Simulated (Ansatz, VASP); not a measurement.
# BP in two plane-wave programs

Wanted: the spread between two codes on one cell, functional and k mesh. The cell is taken from a series of runs on this material, whose earlier steps may have relaxed, scaled, displaced or heated it; both programs get it as it stands.

Calculated with Ansatz 0.2.0; plane waves, with VASP 6.6.1 beside it; zone-centre phonons at LDA.

## 1. Starting point

Symmetry: F-43m, No. 216, cubic system. Conventional cell: a = 4.535 Å, b = 4.535 Å, c = 4.535 Å, α = 90.00°, β = 90.00°, γ = 90.00°. B has 4 P at 1.96 Å nearest. Nearest to P lie 4 B at 1.96 Å. Farther neighbours are not listed.

## 2. VASP: zone-centre phonons, LDA

Second derivatives magnify differences that forces hide, and they need a tight electronic threshold.

Lines of VASP's logs that name or quote its potential files are left out, and so is its time.

INCAR reads:

```
SYSTEM = BP
PREC = Accurate
ENCUT = 500
EDIFF = 1E-08
NELM = 120
ISMEAR = 0
SIGMA = 0.01
LREAL = .FALSE.
ALGO = Normal
GGA = CA
NBANDS = 10
LORBIT = 11
LWAVE = .FALSE.
LCHARG = .FALSE.
ISIF = 2
IBRION = 8
LEPSILON = .TRUE.
LASPH = .TRUE.
GGA_COMPAT = .FALSE.
EFERMI = MIDGAP
```

POSCAR reads:

```
BP
1.0
    0.0000000000      2.2674500904      2.2674500904
    2.2674500904      0.0000000000      2.2674500904
    2.2674500904      2.2674500904      0.0000000000
B P
1 1
Direct
    0.0000000000      0.0000000000      0.0000000000
    0.2500000000      0.2500000000      0.2500000000
```

KPOINTS reads:

```
Automatic mesh
0
Gamma
12 12 12
0 0 0
```

PAW data sets: B and P (LDA family, release 64).

Started as:

```sh
export OMP_NUM_THREADS=3
mpirun -np 1 vasp_std
```

Numbers of over 12 decimals in the logs are rounded to 6 here.

Log:

```text
[banner, memory and clock lines left out]
running    1 mpi-ranks, on    1 nodes
 distrk:  each k-point on    1 cores,    1 groups
 distr:  one band on    1 cores,    1 groups
 Offloading initialized ...    1 GPUs detected
 POSCAR found type information on POSCAR B P
 POSCAR found :  2 types and       2 ions
 LDA part: xc-table for (Slater(with rela. corr.)+CA(PZ))
 , standard interpolation
 POSCAR, INCAR and KPOINTS ok, starting setup
 FFT: planning ... GRIDC
 FFT: planning ... GRID_SOFT
 FFT: planning ... GRID
 WAVECAR not read
 entering main loop
       N       E                     dE             d eps       ncg     rms          rms(c)
DAV:   1     0.795738581043E+01    0.79574E+01   -0.38887E+03  1440   0.693E+02
DAV:   2    -0.146142334422E+02   -0.22572E+02   -0.21577E+02  2054   0.109E+02
DAV:   3    -0.152157183690E+02   -0.60148E+00   -0.60042E+00  1752   0.166E+01
DAV:   4    -0.152181450941E+02   -0.24267E-02   -0.24264E-02  1798   0.122E+00
DAV:   5    -0.152181569984E+02   -0.11904E-04   -0.11904E-04  1742   0.799E-02    0.736E+00
DAV:   6    -0.145139440173E+02    0.70421E+00   -0.16804E+00  1602   0.597E+00    0.390E+00
DAV:   7    -0.144013695018E+02    0.11257E+00   -0.26133E-01  1848   0.274E+00    0.127E+00
DAV:   8    -0.143885770621E+02    0.12792E-01   -0.33944E-02  1732   0.101E+00    0.232E-01
DAV:   9    -0.143886008626E+02   -0.23801E-04   -0.73826E-04  1644   0.201E-01    0.150E-01
DAV:  10    -0.143885980448E+02    0.28178E-05   -0.14398E-04  1632   0.719E-02    0.337E-02
DAV:  11    -0.143885999739E+02   -0.19291E-05   -0.52351E-06  1854   0.130E-02    0.352E-02
DAV:  12    -0.143885996338E+02    0.34011E-06   -0.19228E-06  1680   0.618E-03    0.725E-03
DAV:  13    -0.143885996416E+02   -0.77885E-08   -0.76112E-08  1786   0.175E-03
   1 F= -.14388600E+02 E0= -.14388600E+02  d E =0.000000E+00
 Linear response reoptimize wavefunctions to high precision
DAV:   1    -0.143885996391E+02    0.24985E-08   -0.11046E-08  1624   0.495E-04
DAV:   2    -0.143885996391E+02   -0.23478E-10   -0.23470E-10   848   0.123E-04
 Linear response G [H, r] |phi>, progress :
  Direction:   1
       N       E                     dE             d eps       ncg     rms
RMM:   1    -0.443255484327E+02   -0.44326E+02   -0.92476E+01  3638   0.442E+01
RMM:   2    -0.330220276205E+02    0.11304E+02   -0.30049E+00  2344   0.113E+01
RMM:   3    -0.329861455815E+02    0.35882E-01   -0.44471E-02  2472   0.121E+00
RMM:   4    -0.329830149464E+02    0.31306E-02    0.21420E-02  2557   0.151E-01
RMM:   5    -0.329850220291E+02   -0.20071E-02    0.17701E-03  2558   0.198E-02
RMM:   6    -0.329851655028E+02   -0.14347E-03    0.34651E-04  2632   0.298E-03
RMM:   7    -0.329851982120E+02   -0.32709E-04    0.21019E-05  2565   0.497E-04
RMM:   8    -0.329852009380E+02   -0.27260E-05    0.10797E-05  2233   0.125E-04
RMM:   9    -0.329852021335E+02   -0.11955E-05   -0.95847E-06  1892   0.812E-05
RMM:  10    -0.329852022859E+02   -0.15239E-06   -0.23783E-05  1732   0.803E-05
RMM:  11    -0.329852017151E+02    0.57076E-06   -0.18174E-05  1563   0.807E-05
RMM:  12    -0.329852019024E+02   -0.18728E-06   -0.15604E-05  1387   0.814E-05
 Linear response G [H, r] |phi>, progress :
  Direction:   2
       N       E                     dE             d eps       ncg     rms
RMM:   1    -0.406193214765E+02   -0.40619E+02   -0.86070E+01  3627   0.422E+01
RMM:   2    -0.338298571588E+02    0.67895E+01   -0.20158E+00  2324   0.957E+00
RMM:   3    -0.338143976614E+02    0.15459E-01   -0.28249E-02  2465   0.994E-01
RMM:   4    -0.338116724143E+02    0.27252E-02    0.21453E-02  2553   0.127E-01
RMM:   5    -0.338136703936E+02   -0.19980E-02    0.17717E-03  2561   0.166E-02
RMM:   6    -0.338138136240E+02   -0.14323E-03    0.34674E-04  2614   0.251E-03
RMM:   7    -0.338138457560E+02   -0.32132E-04    0.24440E-05  2541   0.411E-04
RMM:   8    -0.338138496089E+02   -0.38529E-05   -0.15242E-05  2208   0.106E-04
RMM:   9    -0.338138480520E+02    0.15568E-05   -0.80419E-06  1941   0.706E-05
RMM:  10    -0.338138472134E+02    0.83863E-06    0.20321E-06  1819   0.705E-05
RMM:  11    -0.338138477169E+02   -0.50354E-06   -0.36105E-06  1610   0.707E-05
RMM:  12    -0.338138473297E+02    0.38726E-06    0.73869E-07  1373   0.707E-05
 Linear response G [H, r] |phi>, progress :
  Direction:   3
       N       E                     dE             d eps       ncg     rms
RMM:   1    -0.248288038850E+02   -0.24829E+02    0.65881E+01  3511   0.414E+01
RMM:   2    -0.202885814638E+02    0.45402E+01   -0.23775E+00  2320   0.100E+01
RMM:   3    -0.202601544459E+02    0.28427E-01   -0.44214E-02  2438   0.114E+00
RMM:   4    -0.202594098883E+02    0.74456E-03   -0.42490E-04  2516   0.145E-01
RMM:   5    -0.202594101033E+02   -0.21498E-06   -0.12350E-05  2523   0.201E-02
RMM:   6    -0.202594102055E+02   -0.10214E-06   -0.39601E-07  2553   0.307E-03
RMM:   7    -0.202594102121E+02   -0.66569E-08    0.44635E-07  2456   0.533E-04
RMM:   8    -0.202594102442E+02   -0.32067E-07   -0.25861E-06  2177   0.134E-04
RMM:   9    -0.202594102725E+02   -0.28329E-07   -0.67908E-07  1867   0.826E-05
RMM:  10    -0.202594102895E+02   -0.17036E-07   -0.32891E-06  1643   0.807E-05
RMM:  11    -0.202594102419E+02    0.47687E-07   -0.10641E-05  1437   0.809E-05
RMM:  12    -0.202594102916E+02   -0.49739E-07   -0.14738E-05  1222   0.813E-05
[...]
RMM:   1    -0.538300412741E+00   -0.53830E+00   -0.24235E+00 12713   0.298E+00
RMM:   2    -0.559349953872E+00   -0.21050E-01   -0.55640E-03  9125   0.456E-01    0.124E+00
RMM:   3    -0.543127163471E+00    0.16223E-01   -0.67619E-03  9326   0.469E-01    0.690E-01
RMM:   4    -0.556382755471E+00   -0.13256E-01   -0.65404E-03  9254   0.472E-01    0.112E-01
RMM:   5    -0.560646927956E+00   -0.42642E-02   -0.16263E-04  9384   0.837E-02    0.176E-02
RMM:   6    -0.560720657505E+00   -0.73730E-04   -0.25101E-06  9703   0.106E-02    0.883E-03
RMM:   7    -0.560794270866E+00   -0.73613E-04   -0.20434E-07  9679   0.287E-03    0.339E-04
RMM:   8    -0.560801980250E+00   -0.77094E-05   -0.66265E-09 10113   0.327E-04    0.175E-04
RMM:   9    -0.560802356882E+00   -0.37663E-06   -0.84923E-09  9999   0.201E-04    0.423E-05
RMM:  10    -0.560802133242E+00    0.22364E-06   -0.22689E-09  6065   0.334E-05    0.701E-06
 change of polarisation eV/A/(eV/A) component  1 :     1.060     0.272     0.171
 dielectric tensor                  component  1 :     9.229     2.109     1.325
 Linear response to external field, progress :
  Direction:   2
       N       E                     dE             d eps       ncg     rms          rms(c)
RMM:   1    -0.538338958077E+00   -0.53834E+00   -0.24239E+00 12712   0.298E+00
RMM:   2    -0.559350105390E+00   -0.21011E-01   -0.55570E-03  9130   0.456E-01    0.124E+00
RMM:   3    -0.543127317391E+00    0.16223E-01   -0.67631E-03  9324   0.469E-01    0.690E-01
RMM:   4    -0.556382680121E+00   -0.13255E-01   -0.65420E-03  9254   0.472E-01    0.112E-01
RMM:   5    -0.560646839725E+00   -0.42642E-02   -0.16271E-04  9384   0.837E-02    0.176E-02
RMM:   6    -0.560720538124E+00   -0.73698E-04   -0.25377E-06  9705   0.106E-02    0.883E-03
RMM:   7    -0.560794134164E+00   -0.73596E-04   -0.20541E-07  9683   0.287E-03    0.339E-04
RMM:   8    -0.560801845190E+00   -0.77110E-05   -0.93496E-09 10136   0.326E-04    0.175E-04
RMM:   9    -0.560802219612E+00   -0.37442E-06   -0.10974E-08  9998   0.201E-04    0.423E-05
RMM:  10    -0.560801999603E+00    0.22001E-06   -0.34779E-09  6057   0.333E-05    0.712E-06
 change of polarisation eV/A/(eV/A) component  2 :     0.216     1.060     0.178
 dielectric tensor                  component  2 :     1.677     9.229     1.379
 Linear response to external field, progress :
  Direction:   3
       N       E                     dE             d eps       ncg     rms          rms(c)
RMM:   1    -0.538312884070E+00   -0.53831E+00   -0.24236E+00 12712   0.298E+00
RMM:   2    -0.559349213508E+00   -0.21036E-01   -0.55780E-03  9125   0.456E-01    0.124E+00
RMM:   3    -0.543127178222E+00    0.16222E-01   -0.67653E-03  9326   0.469E-01    0.690E-01
RMM:   4    -0.556382422772E+00   -0.13255E-01   -0.65428E-03  9254   0.472E-01    0.112E-01
RMM:   5    -0.560646692838E+00   -0.42643E-02   -0.16270E-04  9385   0.837E-02    0.176E-02
RMM:   6    -0.560720555604E+00   -0.73863E-04   -0.25373E-06  9700   0.106E-02    0.883E-03
RMM:   7    -0.560794122215E+00   -0.73567E-04   -0.20543E-07  9682   0.287E-03    0.339E-04
RMM:   8    -0.560801837403E+00   -0.77152E-05   -0.77017E-09 10110   0.327E-04    0.175E-04
RMM:   9    -0.560802208277E+00   -0.37087E-06   -0.89198E-09 10012   0.201E-04    0.423E-05
RMM:  10    -0.560801987904E+00    0.22037E-06    0.24006E-09  6041   0.334E-05    0.712E-06
 change of polarisation eV/A/(eV/A) component  3 :     0.180     0.263     1.060
 dielectric tensor                  component  3 :     1.393     2.040     9.229
 Linear response DOF=            2
 Linear response progress:
  Degree of freedom:   1/  2
       N       E                     dE             d eps       ncg     rms          rms(c)
RMM:   1    -0.457468393667E-01   -0.45747E-01   -0.71169E-03 13722   0.115E+00
RMM:   2    -0.420944149275E-01    0.36524E-02   -0.19047E-03  8839   0.241E-01    0.147E-01
RMM:   3    -0.420129691061E-01    0.81446E-04   -0.41754E-04  9133   0.882E-02    0.772E-02
RMM:   4    -0.423893202180E-01   -0.37635E-03   -0.34425E-04  8916   0.832E-02    0.955E-03
RMM:   5    -0.423499613346E-01    0.39359E-04   -0.96963E-06  9496   0.108E-02    0.121E-03
RMM:   6    -0.423503702354E-01   -0.40890E-06   -0.67263E-07  9486   0.132E-03    0.427E-04
RMM:   7    -0.423489045171E-01    0.14657E-05   -0.35422E-07  9674   0.363E-04    0.106E-04
RMM:   8    -0.423491006505E-01   -0.19613E-06   -0.46074E-09  9807   0.656E-05    0.311E-05
RMM:   9    -0.423490431227E-01    0.57528E-07    0.11486E-07 10078   0.228E-05    0.372E-06
RMM:  10    -0.423490749032E-01   -0.31781E-07    0.53352E-08 10049   0.667E-06    0.140E-06
RMM:  11    -0.423490628246E-01    0.12079E-07    0.85166E-08  8956   0.379E-06    0.257E-07
RMM:  12    -0.423490648998E-01   -0.20752E-08    0.62577E-08  6005   0.273E-06    0.827E-08
 first order change of Fermi-energy  -0.25741E+01
 force on displaced ion       1 direction 1 : -18.621   0.000   0.000
 Born effective charge ion    1 direction 1 :  -0.529   0.000   0.000
 Linear response progress:
  Degree of freedom:   2/  2
       N       E                     dE             d eps       ncg     rms          rms(c)
RMM:   1    -0.438694560538E-01   -0.43869E-01    0.21726E-03 12967   0.143E+00
RMM:   2    -0.408895980350E-01    0.29799E-02    0.67450E-04  8703   0.222E-01    0.148E-01
RMM:   3    -0.410361028634E-01   -0.14650E-03    0.12554E-04  9266   0.365E-02    0.839E-02
RMM:   4    -0.413000698944E-01   -0.26397E-03    0.54439E-05  9145   0.346E-02    0.760E-03
RMM:   5    -0.412783829318E-01    0.21687E-04    0.18685E-05  9635   0.560E-03    0.376E-03
RMM:   6    -0.412742346922E-01    0.41482E-05    0.19489E-06  9546   0.812E-04    0.221E-03
RMM:   7    -0.412742170604E-01    0.17632E-07   -0.50854E-07  9683   0.401E-04    0.931E-05
RMM:   8    -0.412738146960E-01    0.40236E-06   -0.23868E-07  9778   0.625E-05    0.346E-05
RMM:   9    -0.412737534007E-01    0.61295E-07   -0.33403E-07 10044   0.206E-05    0.367E-06
RMM:  10    -0.412737474950E-01    0.59057E-08   -0.10256E-07 10213   0.666E-06    0.485E-06
RMM:  11    -0.412737327182E-01    0.14777E-07   -0.74077E-08  8796   0.441E-06    0.331E-07
RMM:  12    -0.412737305586E-01    0.21596E-08   -0.69203E-08  5218   0.333E-06    0.964E-08
 first order change of Fermi-energy   0.25744E+01
 force on displaced ion       2 direction 1 : -18.628  -0.000  -0.000
 Born effective charge ion    2 direction 1 :   0.525   0.000   0.000
 Born effective charges drift removed
 Linear response finished
```

OUTCAR, selected parts (step 2):

```text
ion  position               nearest neighbor table
   1  0.000  0.000  0.000-   2 1.96   2 1.96   2 1.96   2 1.96
   2  0.250  0.250  0.250-   1 1.96   1 1.96   1 1.96   1 1.96

  LATTYP: Found a face centered cubic cell.
 ALAT       =     4.5349001808

 Subroutine GETGRP returns: Found 24 space group operations
 (whereof 24 operations were pure point group operations)

The static configuration has the point symmetry T_d .

 Found     72 irreducible k-points:

   k-points           NKPTS =     72   k-points in BZ     NKDIM =     72   number of bands    NBANDS=     10

   dimension x,y,z NGX =    24 NGY =   24 NGZ =   24
   dimension x,y,z NGXF=    48 NGYF=   48 NGZF=   48

   ENCUT  =  500.0 eV  36.75 Ry    6.06 a.u.   5.85  5.85  5.85*2*pi/ulx,y,z

   NELECT =       8.0000    total number of electrons

 k-points in reciprocal lattice and weights: Automatic mesh
   0.00000000  0.00000000  0.00000000       0.001
   0.08333333  0.00000000  0.00000000       0.005
   0.16666667  0.00000000  0.00000000       0.005
   0.25000000  0.00000000  0.00000000       0.005
   0.33333333  0.00000000  0.00000000       0.005
   0.41666667  0.00000000  0.00000000       0.005
   0.50000000  0.00000000  0.00000000       0.002
   0.08333333  0.08333333  0.00000000       0.003
   0.16666667  0.08333333  0.00000000       0.014
[...]
-0.33333333  0.50000000  0.16666667       0.007
  -0.25000000  0.50000000  0.25000000       0.003

 average (electrostatic) potential at core
       1 -29.9747       2 -82.2453

  Total       -0.7273767     -0.7273767     -0.7273767      0.0000000      0.0000000      0.0000000
  in kB      -49.9835087    -49.9835087    -49.9835087      0.0000000      0.0000000      0.0000000
  external PRESSURE =     -49.9835087 kB  Pullay stress =       0.0000000 kB

  energy-cutoff  :      500.00
  volume of cell :       23.32
      direct lattice vectors                 reciprocal lattice vectors
     0.000000000  2.267450090  2.267450090    -0.220512020  0.220512020  0.220512020
     2.267450090  0.000000000  2.267450090     0.220512020 -0.220512020  0.220512020
     2.267450090  2.267450090  0.000000000     0.220512020  0.220512020 -0.220512020

 POSITION                                       TOTAL-FORCE (eV/Angst)
 -----------------------------------------------------------------------------------
      0.00000      0.00000      0.00000        -0.000000      0.000000     -0.000000
      1.13373      1.13373      1.13373         0.000000     -0.000000      0.000000
 -----------------------------------------------------------------------------------
    total drift:                                0.000000      0.000000      0.000000

 MACROSCOPIC STATIC DIELECTRIC TENSOR (including local field effects in DFT)
 ------------------------------------------------------
           9.229242     0.000000     0.000000
           0.000000     9.229242     0.000000
          -0.000000     0.000000     9.229242
 ------------------------------------------------------

 PIEZOELECTRIC TENSOR (including local field effects)  for field in x, y, z        (C/m^2)
          XX          YY          ZZ          XY          YZ          ZX
  --------------------------------------------------------------------------------
  x     0.00000     0.00000     0.00000     0.00000     0.12481     0.00000
  y    -0.00000     0.00000    -0.00000     0.00000     0.00000     0.12481
  z    -0.00000    -0.00000     0.00000     0.12481     0.00000     0.00000

 BORN EFFECTIVE CHARGES (including local field effects) (in |e|, cummulative output)
 ---------------------------------------------------------------------------------
 ion    1
    1    -0.52893    -0.00000     0.00000
    2     0.00000    -0.52893     0.00000
    3    -0.00000     0.00000    -0.52893
 ion    2
    1     0.52893     0.00000    -0.00000
    2     0.00000     0.52893     0.00000
    3     0.00000    -0.00000     0.52893

 Eigenvectors and eigenvalues of the dynamical matrix
 ----------------------------------------------------

   1 f  =   23.831541 THz   149.737990 2PiTHz  794.934653 cm-1    98.559291 meV
             X         Y         Z           dx          dy          dz
      0.000000  0.000000  0.000000    -0.860929    0.000000    0.000000
      1.133725  1.133725  1.133725     0.508726    0.000000    0.000000

   2 f  =   23.831541 THz   149.737990 2PiTHz  794.934653 cm-1    98.559291 meV
             X         Y         Z           dx          dy          dz
      0.000000  0.000000  0.000000     0.000000   -0.860929   -0.000000
      1.133725  1.133725  1.133725    -0.000000    0.508726   -0.000000

   3 f  =   23.831541 THz   149.737990 2PiTHz  794.934653 cm-1    98.559291 meV
             X         Y         Z           dx          dy          dz
      0.000000  0.000000  0.000000     0.000000    0.000000    0.860929
      1.133725  1.133725  1.133725     0.000000   -0.000000   -0.508726

   4 f/i=    0.001976 THz     0.012414 2PiTHz    0.065905 cm-1     0.008171 meV
             X         Y         Z           dx          dy          dz
      0.000000  0.000000  0.000000     0.000000    0.508726    0.000000
      1.133725  1.133725  1.133725     0.000000    0.860929    0.000000

   5 f/i=    0.001976 THz     0.012414 2PiTHz    0.065905 cm-1     0.008171 meV
             X         Y         Z           dx          dy          dz
      0.000000  0.000000  0.000000    -0.508726   -0.000000   -0.000000
      1.133725  1.133725  1.133725    -0.860929   -0.000000   -0.000000

   6 f/i=    0.001976 THz     0.012414 2PiTHz    0.065905 cm-1     0.008171 meV
             X         Y         Z           dx          dy          dz
      0.000000  0.000000  0.000000    -0.000000   -0.000000   -0.508726
      1.133725  1.133725  1.133725    -0.000000    0.000000   -0.860929

 MACROSCOPIC STATIC DIELECTRIC TENSOR IONIC CONTRIBUTION
 ------------------------------------------------------
           0.116583     0.000000     0.000000
           0.000000     0.116583    -0.000000
           0.000000    -0.000000     0.116583
 ------------------------------------------------------

 ELASTIC MODULI CONTR FROM IONIC RELAXATION (kBar)
 Direction    XX          YY          ZZ          XY          YZ          ZX
 --------------------------------------------------------------------------------
 XX          -0.0000      0.0000      0.0000      0.0000      0.0000      0.0000
 YY           0.0000     -0.0000      0.0000      0.0000      0.0000      0.0000
 ZZ           0.0000      0.0000     -0.0000      0.0000      0.0000      0.0000
 XY           0.0000      0.0000      0.0000   -155.3486      0.0000      0.0000
 YZ           0.0000      0.0000      0.0000      0.0000   -155.3486      0.0000
 ZX           0.0000      0.0000      0.0000      0.0000      0.0000   -155.3486
 --------------------------------------------------------------------------------

 PIEZOELECTRIC TENSOR IONIC CONTR  for field in x, y, z        (C/m^2)
          XX          YY          ZZ          XY          YZ          ZX
  --------------------------------------------------------------------------------
  x     0.00000     0.00000    -0.00000     0.00000    -0.12663    -0.00000
  y     0.00000     0.00000     0.00000     0.00000     0.00000    -0.12663
  z     0.00000    -0.00000     0.00000    -0.12663    -0.00000     0.00000
```

Energies printed during the response cycles are not total energies of the cell.

[end of part 1 of 2]

[Lines on the potential files, build, host, timing and source positions are cut from VASP's logs without a mark.]

[Logs are printed without paths, hosts, clocks, repeated set-up lines and the standing remarks that a program may print on its own settings, such as how far it seeks lower states.]

[Hosts, paths, dates, database ids (printed as entryN), source tags and the programs' standing remarks are cut or masked in the printed files.]
